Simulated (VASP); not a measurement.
Consider the following.

```xyz
2
Lattice="0.0000 2.3961 2.3961 2.3961 0.0000 2.3961 2.3961 2.3961 0.0000" Properties=species:S:1:pos:R:3 pbc="T T T"
Ca     0.0000     0.0000     0.0000
O      2.3961     2.3961     2.3961
```

Computed with PBE GGA with D3 dispersion (Becke-Johnson damping), VASP's PBE PAW potentials (set 64) (plane waves; VASP 6.6.1). Run with 520 eV cut-off, Gaussian smearing of 0.050 eV, potentials Ca_sv O.

### Question
Predict the band gap (along the path) with the smallest direct gap where there is one.

### Answer

The band gap (along the path) is 3.63 eV and the smallest direct gap (along the path) is 4.01 eV.

Only differences to runs with the same potentials and settings are physical.

The compound is CaO in the rock salt structure. It was relaxed first.
